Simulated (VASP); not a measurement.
Energy against volume of GaSb (zinc blende). These are vdW-DF2, VASP's PBE PAW potentials (set 64) (plane waves; VASP 6.6.1) values and carry that method's errors. Numerical set-up: 520 eV cut-off, 10×10×10 Γ-centred mesh, first-order Methfessel-Paxton smearing of 0.10 eV, potentials Ga_d Sb.

```tsv
V (Å³/atom)	E (eV/atom)
31.989	-0.69258
32.978	-0.69603
33.967	-0.69329
34.957	-0.68547
```

Fit these four points and predict the energy of the run at 30.999 Å³/atom.

A cubic in V^(−2/3), the third-order Birch-Murnaghan form, passes through the four points with V0 = 33.00 Å³/atom and B0 = 33 GPa, and gives -0.6816 eV/atom there. The run gave -0.6817 eV/atom, -0.1 meV/atom from the fit; all five points give B0 = 33 GPa.

The compound is GaSb in the zinc blende structure. It was relaxed first, which changed the volume by +16 %.
